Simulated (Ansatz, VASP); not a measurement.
## Cross-check of ZrZn between VASP and Ansatz

One calculation is typed for both programs; each brings its own data sets. How far apart do they land? The cell is taken from a series of runs on this material, whose earlier steps may have relaxed, scaled, displaced or heated it; both programs get it as it stands.

Main program and level: Ansatz 0.2.0; plane waves, with VASP 6.6.1 beside it; single point at PBEsol.

## 1. Starting point

The structure is cubic, space group Pm-3m (No. 221). The conventional cell has a = 3.336 Å, b = 3.336 Å, c = 3.336 Å, α = 90.00°, β = 90.00°, γ = 90.00°. Nearest to Zr lie 8 Zn at 2.89 Å. Nearest to Zn lie 8 Zr at 2.89 Å. Farther neighbours are not listed.

Coordinates:

```xyz
2
Lattice="3.3360 0.0000 0.0000 0.0000 3.3360 0.0000 0.0000 0.0000 3.3360" Properties=species:S:1:pos:R:3 pbc="T T T"
Zr    1.6680    1.6680    1.6680
Zn    0.0000    0.0000    0.0000
```

## 2. VASP: single point, PBEsol, pair 1

With cell and atoms fixed, the geometry can't cause a difference; cores, projectors, grids and the points listed under the comparison can.

Lines of VASP's logs that name or quote its potential files are left out, and so is its time.

INCAR

```
SYSTEM = ZrZn
PREC = Accurate
ENCUT = 500
EDIFF = 1E-06
NELM = 120
ISMEAR = 0
SIGMA = 0.1
LREAL = .FALSE.
ALGO = Normal
GGA = PS
NBANDS = 18
LASPH = .TRUE.
LORBIT = 11
LWAVE = .FALSE.
LCHARG = .FALSE.
ISIF = 2
GGA_COMPAT = .FALSE.
```

POSCAR

```
ZrZn
1.0
    3.3360000000      0.0000000000      0.0000000000
    0.0000000000      3.3360000000      0.0000000000
    0.0000000000      0.0000000000      3.3360000000
Zr Zn
1 1
Direct
    0.5000000000      0.5000000000      0.5000000000
    0.0000000000      0.0000000000      0.0000000000
```

KPOINTS

```
Automatic mesh
0
Gamma
6 6 6
0 0 0
```

Potentials, in the order of the species: Zr_sv and Zn (PBE family, release 64).

Launch:

```
$ mpirun -np 1 vasp_std
```

Numbers of over 12 decimals in the logs are rounded to 6 here.

The log of the run:

```text
[banner, memory and clock lines left out]
running    1 mpi-ranks, on    1 nodes
 distrk:  each k-point on    1 cores,    1 groups
 distr:  one band on    1 cores,    1 groups

 POSCAR found type information on POSCAR ZrZn
 POSCAR found :  2 types and       2 ions
|                                                                             |
|               ----> ADVICE to this user running VASP <----                  |
|                                                                             |
|     You enforced a specific xc type in the INCAR file but a different       |
|     [... a line on the potential file left out ...]
|     I HOPE YOU KNOW WHAT YOU ARE DOING!                                     |
|                                                                             |

 LDA part: xc-table for (Slater+PW92), standard interpolation
 POSCAR, INCAR and KPOINTS ok, starting setup
 FFT: planning ... GRIDC
 FFT: planning ... GRID_SOFT
 FFT: planning ... GRID
 WAVECAR not read
 entering main loop
       N       E                     dE             d eps       ncg     rms          rms(c)
DAV:   1     0.180879484518E+03    0.18088E+03   -0.12846E+04   720   0.165E+03
DAV:   2     0.330652608655E+00   -0.18055E+03   -0.17623E+03   794   0.367E+02
DAV:   3    -0.115761460107E+02   -0.11907E+02   -0.11819E+02  1062   0.910E+01
DAV:   4    -0.119868590360E+02   -0.41071E+00   -0.40331E+00   950   0.113E+01
DAV:   5    -0.119937009065E+02   -0.68419E-02   -0.68403E-02   958   0.138E+00    0.113E+01
DAV:   6    -0.113298104623E+02    0.66389E+00   -0.17746E+00   892   0.199E+01    0.466E+00
DAV:   7    -0.112583611405E+02    0.71449E-01   -0.39311E-01   998   0.564E+00    0.109E+00
DAV:   8    -0.112516046143E+02    0.67565E-02   -0.33742E-02   858   0.257E+00    0.708E-01
DAV:   9    -0.112499944527E+02    0.16102E-02   -0.84253E-03   862   0.982E-01    0.619E-02
DAV:  10    -0.112499157392E+02    0.78714E-04   -0.52972E-04   858   0.201E-01    0.387E-02
DAV:  11    -0.112499219147E+02   -0.61755E-05   -0.36369E-05  1058   0.703E-02    0.101E-02
DAV:  12    -0.112499218951E+02    0.19660E-07   -0.33968E-06   800   0.255E-02
   1 F= -.11249922E+02 E0= -.11248517E+02  d E =-.281076E-02
```

From OUTCAR (step 2):

```text
ion  position               nearest neighbor table
   1  0.500  0.500  0.500-   2 2.89   2 2.89   2 2.89   2 2.89   2 2.89   2 2.89   2 2.89   2 2.89

  LATTYP: Found a simple cubic cell.
 ALAT       =     3.3360000000

 Subroutine GETGRP returns: Found 48 space group operations
 (whereof 48 operations were pure point group operations)

The static configuration has the point symmetry O_h .

 Found     20 irreducible k-points:

   k-points           NKPTS =     20   k-points in BZ     NKDIM =     20   number of bands    NBANDS=     18

   dimension x,y,z NGX =    24 NGY =   24 NGZ =   24
   dimension x,y,z NGXF=    48 NGYF=   48 NGZF=   48

   ENCUT  =  500.0 eV  36.75 Ry    6.06 a.u.   6.08  6.08  6.08*2*pi/ulx,y,z

   NELECT =      24.0000    total number of electrons

 k-points in reciprocal lattice and weights: Automatic mesh
   0.00000000  0.00000000  0.00000000       0.005
   0.16666667  0.00000000  0.00000000       0.028
   0.33333333  0.00000000  0.00000000       0.028
   0.50000000  0.00000000  0.00000000       0.014
   0.16666667  0.16666667  0.00000000       0.056
   0.33333333  0.16666667  0.00000000       0.111
   0.50000000  0.16666667  0.00000000       0.056
   0.33333333  0.33333333  0.00000000       0.056
   0.50000000  0.33333333  0.00000000       0.056
[...]
0.50000000  0.50000000  0.33333333       0.028
   0.50000000  0.50000000  0.50000000       0.005

 average (electrostatic) potential at core
       1 -76.8548       2 -32.4748

 E-fermi :   6.6520

 k-point     1 :       0.0000    0.0000    0.0000
  band No.  band energies     occupation
    ...
      8      -0.2932      2.00000
      9      -0.2932      2.00000
     10      -0.2932      2.00000
     11       5.7661      2.00000
     12       5.7661      2.00000
     13      10.0925      0.00000
     14      10.0925      0.00000
     15      10.0925      0.00000
     16      12.1079      0.00000
     17      12.1079      0.00000
    ...

 k-point     2 :       0.1667    0.0000    0.0000
  band No.  band energies     occupation
    ...
      8      -0.3043      2.00000
      9      -0.3043      2.00000
     10      -0.2832      2.00000
     11       5.7378      2.00000
     12       5.8306      2.00000
     13       8.9585      0.00000
     14       8.9585      0.00000
     15      10.1077      0.00000
     16      10.9227      0.00000
     17      13.6095      0.00000
    ...

 k-point     3 :       0.3333    0.0000    0.0000
  band No.  band energies     occupation
    ...
      8      -0.3255      2.00000
      9      -0.2632      2.00000
     10       0.5724      2.00000
     11       4.6060      2.00000
     12       5.9736      2.00000
     13       7.7774      0.00000
     14       7.7774      0.00000
     15      10.1387      0.00000
     16      10.7962      0.00000
     17      15.9803      0.00000
    ...

  Total       -0.9539403     -0.9539403     -0.9539403     -0.0000000      0.0000000      0.0000000
  in kB      -41.1674221    -41.1674221    -41.1674221     -0.0000000      0.0000000      0.0000000
  external PRESSURE =     -41.1674221 kB  Pullay stress =       0.0000000 kB

  energy-cutoff  :      500.00
  volume of cell :       37.13
      direct lattice vectors                 reciprocal lattice vectors
     3.336000000  0.000000000  0.000000000     0.299760192  0.000000000  0.000000000
     0.000000000  3.336000000  0.000000000     0.000000000  0.299760192  0.000000000
     0.000000000  0.000000000  3.336000000     0.000000000  0.000000000  0.299760192

 POSITION                                       TOTAL-FORCE (eV/Angst)
 -----------------------------------------------------------------------------------
      1.66800      1.66800      1.66800         0.000000      0.000000      0.000000
      0.00000      0.00000      0.00000         0.000000      0.000000      0.000000
 -----------------------------------------------------------------------------------
    total drift:                                0.000000      0.000000     -0.000000

  FREE ENERGIE OF THE ION-ELECTRON SYSTEM (eV)
  ---------------------------------------------------
  free  energy   TOTEN  =       -11.2499218951 eV

  energy  without entropy=      -11.2471111355  energy(sigma->0) =      -11.24851652

 total charge
# of ion       s       p       d       tot
------------------------------------------
    1        2.181   5.970   1.601   9.753
    2        0.663   0.524   9.691  10.877
--------------------------------------------------
tot          2.844   6.495  11.292  20.630

[... 3 further parts left out ...]
```

The k-mesh is coarse for a metal.

The run ends at a pressure of -4.12 GPa.

## 3. Ansatz: single point, PBEsol, pair 1

Ansatz runs on its PAW soft_1 files.

The same cell, functional, mesh and smearing now go to Ansatz, which takes its cutoff from its data sets.

input.yaml

```yaml
crystal:
  lattice:
    - [3.336, 0.0, 0.0]
    - [0.0, 3.336, 0.0]
    - [0.0, 0.0, 3.336]
  atoms:
    - { symbol: Zr, position: [0.5, 0.5, 0.5] }
    - { symbol: Zn, position: [0.0, 0.0, 0.0] }
kpoints:
  mp_grid: { grid: [6, 6, 6] }
hamiltonian:
  xc: pbesol
  pseudopotentials: { kind: paw, azcp: { folder: soft_1 }, xc_functional: pbe }
scf:
  occupations: { method: gaussian, width: 0.1 }
output:
  forces: true
  stress: true
  eigenvalues: true
```

Launch:

```
$ ansatz run input.yaml --threads 4 --pin off --max-ram 10240MiB --backend cpu --events-out ev --progress --plain --runs-dir out
```

The log of the run:

```text
Engine: ansatz 0.2.0, aarch64-unknown-linux-gnu
Pseudopotentials: kind: paw
Pseudopotential: Zr, paw, valence charge 12, recommended cutoff 420 eV (normal), soft_1/Zr.paw.azcp
Pseudopotential: Zn, paw, valence charge 12, recommended cutoff 420 eV (normal), soft_1/Zn.paw.azcp
Functional definition: PBEsol
  exchange = pbesol_x
  correlation = pbesol_c
Crystal: 2 atoms, lattice volume = 37.126 Å³
Basis set: ecut = 420 eV, 739 PW (Γ), exchange–correlation on 48×48×48 points (8 copies of the dense FFT grid, shifted against one another)
Bands: 16, of which v1, the nominal top of the filled ones, is band 12 counted from 1 (11 counted from 0)
Symmetry: 48 space group operations
Space group: Pm-3m (ITA 221), of the structure as read, at distance tolerance 3.3e-5 Å
k-points: 20 of 216
Non-local potential: Zr, projectors of the file, l = 0: 3, l = 1: 2, l = 2: 2, l = 3: 1
Non-local potential: Zn, projectors of the file, l = 0: 2, l = 1: 2, l = 2: 3, l = 3: 1
PAW form: soft (Blöchl's): semilocal exchange-correlation on the pseudo side does not see the compensation charge
PAW frozen core: Zr, regenerated for the run's functional, and the local potential with it (the file was generated under x = pbe(κ = 0.804, μ = 0.219515), c = pbe(β = 0.066725))
PAW frozen core: Zn, regenerated for the run's functional, and the local potential with it (the file was generated under x = pbe(κ = 0.804, μ = 0.219515), c = pbe(β = 0.066725))
PAW one-centre angular grid: Zr, 590 points (default); XC on 64 Gauss nodes
PAW one-centre angular grid: Zn, 590 points (default); XC on 64 Gauss nodes
Initial density: superposition of atomic densities (chi_scale 0.1, normalization cell, long waves kept (reshape's long-wave potential 0.00 eV rms))
Initial wavefunctions: pseudopotential atomic-orbital guess
Functional: x = pbesol(κ = 0.804, μ = 0.123457), c = pbesol(β = 0.046)
SCF iter   1: F=—  HF=-7411.086001 eV  |F-HF|=—  |Δ(HF+E_count)|=         —  Δρ=1.19e-1  dr2=4.19e0  ethr=3.10e-3  ⟨swp⟩=5.3  Hψ=1681  notcnv=0
preconditioner: auto → none  [metal: Δε(μ)=0.081 eV  Ē_g=12.535 eV  σ=0.100 eV  W_gap=0.41  n_scr=6 (ndim 8)  ℏωp=28.6 eV  f_vac=0.000  D(μ)=1.02/eV (n_scr^D=6)  sad-step TF]
SCF iter   2: F=—  HF=-7410.418381 eV  |F-HF|=—  |Δ(HF+E_count)|=   6.68e-1  Δρ=4.66e-2  dr2=9.51e-1  ethr=3.10e-3  ⟨swp⟩=2.0  Hψ=709  notcnv=0
SCF iter   3: F=—  HF=-7410.162723 eV  |F-HF|=—  |Δ(HF+E_count)|=   2.56e-1  Δρ=1.33e-2  dr2=5.58e-2  ethr=3.10e-3  ⟨swp⟩=2.7  Hψ=647  notcnv=0
SCF iter   4: F=—  HF=-7410.149044 eV  |F-HF|=—  |Δ(HF+E_count)|=   1.37e-2  Δρ=1.93e-3  dr2=7.38e-4  ethr=2.32e-4  ⟨swp⟩=2.0  Hψ=673  notcnv=0
SCF iter   5: F=—  HF=-7410.150330 eV  |F-HF|=—  |Δ(HF+E_count)|=   1.29e-3  Δρ=1.93e-3  dr2=1.02e-3  ethr=3.07e-6  ⟨swp⟩=2.0  Hψ=481  notcnv=0
SCF iter   6: F=—  HF=-7410.150120 eV  |F-HF|=—  |Δ(HF+E_count)|=   2.11e-4  Δρ=6.55e-4  dr2=1.07e-4  ethr=3.07e-6  ⟨swp⟩=2.4  Hψ=466  notcnv=0
SCF iter   7: F=—  HF=-7410.150091 eV  |F-HF|=—  |Δ(HF+E_count)|=   2.90e-5  Δρ=4.35e-5  dr2=6.17e-7  ethr=4.48e-7  ⟨swp⟩=2.0  Hψ=430  notcnv=0
SCF iter   8: F=—  HF=-7410.150084 eV  |F-HF|=—  |Δ(HF+E_count)|=   6.96e-6  Δρ=1.15e-5  dr2=6.00e-8  ethr=4.17e-10  ⟨swp⟩=6.3  Hψ=1634  notcnv=0
SCF iter   9: F=-7410.150084 eV  HF=-7410.150084 eV  |F-HF|=7.84e-9  |Δ(HF+E_count)|=   1.46e-8  Δρ=4.79e-6  dr2=8.63e-9  ethr=2.50e-10  ⟨swp⟩=2.5  Hψ=1070  notcnv=0
SCF 1 converged in 9 iterations: F = -7410.150084 eV  dr2 = 8.63e-9
  greatest PAW one-centre occupation: 0.995 electrons in one spin orbital (limit 2), on the Zr atom at site 0 (counted from 0), in its partial waves of l = 0
SCF converged after 9 iterations
Free energy (F): -7410.150084 eV
Harris-Foulkes:  -7410.150084 eV  (|F-HF|=7.84e-9)
Internal energy: -7410.147247 eV  (E = F + TS)
E sigma→0 (E₀):  -7410.148665 eV
Entropy (-TS):   -0.002837 eV (-1.418 meV/atom)
Fermi energy:    12.985056 eV
--- Per-component energies (eV) ---
  E_band       = -32.152865
  E_kinetic    = 464.126333
  E_local      = -2369.051789  (includes V_loc(G=0)·N_el)
  E_nonlocal   = 891.789389
  E_hartree    = 862.682300
  E_xc         = -232.097847
  E_vxc        = -234.615047  (∫ρ·V_xc dr)
  E_paw        = -4766.529439  (= ΣΔE_a)
  E_vpaw       = -509.769771  (= ΣTr[D̂ρ^β])
  E_aug_tail   = -0.000286  (compensation charges beyond the density's cutoff)
  E_ewald      = -2262.028985
  E_core_change = 0.963077  (= ΣΔE_core)
  E_smearing   = -0.002837  (= −TS)
  E_closure    = -0.000000  (closes the sum)
  Σ components = -7410.150084   (vs F -7410.150084, Δ=0.00e0)
--- Forces (eV/Å), atoms counted from 1 ---
  atom   1  Zr     0.00000000     0.00000000     0.00000000
  atom   2  Zn    -0.00000000     0.00000000     0.00000000
  max |Σ_I F_I| component: 1.16e-29 eV/Å
--- Stress (GPa, compression-positive) ---
       -4.332150       0.000000       0.000000
        0.000000      -4.332150       0.000000
        0.000000       0.000000      -4.332150
  P = ⅓ Tr σ = -4.3322 GPa (-43.322 kbar)
--- Band table (eV; the first three rows and the last of 20) ---
  k-point 0: bands = [... 8 lower, 6.0725, 6.0725, 12.1073, 12.1073, 16.4273, 16.4273, 16.4273, 18.4306]
  k-point 1: bands = [... 8 lower, 6.0614, 6.0826, 12.0780, 12.1687, 15.2888, 15.2888, 16.4398, 17.2478]
  k-point 2: bands = [... 8 lower, 6.1029, 6.9045, 10.9429, 12.3048, 14.1053, 14.1053, 16.4655, 17.1253]
  k-point 19: bands = [... 8 lower, 6.2954, 10.2830, 10.2830, 10.2830, 13.3379, 17.8994, 17.8994, 18.7585]
```

The run ends at a pressure of -4.33 GPa.

## 4. Differences

Known differences besides the potentials themselves: the cutoff is 420 eV in Ansatz and 500 eV in VASP; Ansatz makes its cores anew for this functional, VASP keeps those of its PBE data sets. Total energies have different zeros and are not compared.

The two programs side by side:

| quantity | Ansatz | VASP | difference |
| --- | --- | --- | --- |
| pressure (GPa) | -4.33 | -4.12 | -0.22 |

## 5. Ansatz: single point, PBEsol, pair 2

With cell and atoms fixed, the geometry can't cause a difference; cores, projectors, grids and the points listed under the comparison can. The cell compared in this pair holds 34.62 Å³, against 37.13 Å³ for the pair before.

The cell is taken from a series of runs on this material, whose earlier steps may have relaxed, scaled, displaced or heated it; both programs get it as it stands.

input.yaml, the sections that differ from step 3:

```yaml
crystal:
  lattice:
    - [3.2592662279, 0.0, 0.0]
    - [0.0, 3.2592662279, 0.0]
    - [0.0, 0.0, 3.2592662279]
  atoms:
    - { symbol: Zr, position: [0.5, 0.5, 0.5] }
    - { symbol: Zn, position: [0.0, 0.0, 0.0] }
kpoints:
  mp_grid: { grid: [12, 12, 12] }
scf:
  occupations: { method: methfessel_paxton, width: 0.2 }
# hamiltonian, output: as in step 3
```

The log of the run:

```text
[...]
Crystal: 2 atoms, lattice volume = 34.623 Å³
Basis set: ecut = 420 eV, 691 PW (Γ), exchange–correlation on 48×48×48 points (8 copies of the dense FFT grid, shifted against one another)
Bands: 16, of which v1, the nominal top of the filled ones, is band 12 counted from 1 (11 counted from 0)
Symmetry: 48 space group operations
[...]
k-points: 84 of 1728
[...]
--- Band table (eV; the first three rows and the last of 84) ---
  k-point 0: bands = [... 8 lower, 7.0714, 7.0714, 13.1552, 13.1552, 17.8610, 17.8610, 17.8610, 19.8672]
  k-point 1: bands = [... 8 lower, 7.0683, 7.0746, 13.1698, 13.1791, 17.3880, 17.3880, 17.8638, 19.4477]
  k-point 2: bands = [... 8 lower, 7.0601, 7.0834, 13.1550, 13.2109, 16.5843, 16.5843, 17.8716, 18.6819]
  k-point 83: bands = [... 8 lower, 7.3277, 11.1468, 11.1468, 11.1468, 14.6552, 19.4870, 19.4870, 20.3823]
[key lines of the parts left out:]
SCF converged after 9 iterations
Free energy (F): -7410.154759 eV
Fermi energy:    14.124874 eV
P = ⅓ Tr σ = 3.8617 GPa (38.617 kbar)
```

The run ends at a pressure of 3.86 GPa.

## 6. VASP: single point, PBEsol, pair 2

The same cell, functional, mesh and smearing now go to VASP, with its own data sets.

INCAR: that of step 2 with these lines changed.

```diff
@@ -5,4 +5,4 @@
 NELM = 120
-ISMEAR = 0
-SIGMA = 0.1
+ISMEAR = 1
+SIGMA = 0.2
 LREAL = .FALSE.
```

POSCAR

```
ZrZn
1.0
    3.2592662279      0.0000000000      0.0000000000
    0.0000000000      3.2592662279      0.0000000000
    0.0000000000      0.0000000000      3.2592662279
Zr Zn
1 1
Direct
    0.5000000000      0.5000000000      0.5000000000
    0.0000000000      0.0000000000      0.0000000000
```

KPOINTS

```
Automatic mesh
0
Gamma
12 12 12
0 0 0
```

Launch:

```
$ mpirun -np 1 vasp_std
```

The log of the run:

```text
[banner, memory and clock lines left out]
running    1 mpi-ranks, on    1 nodes
[...]
[... a notice as in an earlier step ...]

 LDA part: xc-table for (Slater+PW92), standard interpolation
 POSCAR, INCAR and KPOINTS ok, starting setup
[...]
entering main loop
       N       E                     dE             d eps       ncg     rms          rms(c)
DAV:   1     0.184723777568E+03    0.18472E+03   -0.12823E+04  3040   0.170E+03
DAV:   2     0.751333643844E+00   -0.18397E+03   -0.17960E+03  3226   0.375E+02
DAV:   3    -0.114151282675E+02   -0.12166E+02   -0.12056E+02  4672   0.942E+01
DAV:   4    -0.119612772270E+02   -0.54615E+00   -0.54316E+00  3930   0.122E+01
[...]
DAV:  10    -0.112505064216E+02    0.84946E-04   -0.80638E-04  3642   0.265E-01    0.433E-02
DAV:  11    -0.112505131970E+02   -0.67754E-05   -0.31977E-05  3912   0.878E-02    0.735E-03
DAV:  12    -0.112505134061E+02   -0.20909E-06   -0.37552E-06  3514   0.287E-02
   1 F= -.11250513E+02 E0= -.11252158E+02  d E =0.493364E-02
```

(Part 1 of 2 ends here.)

[Lines on the potential files, build, host, timing and source positions are cut from VASP's logs without a mark.]

[Logs are printed without paths, hosts, clocks, repeated set-up lines and the standing remarks that a program may print on its own settings, such as how far it seeks lower states.]

[Hosts, paths, dates, database ids (printed as entryN), source tags and the programs' standing remarks are cut or masked in the printed files.]
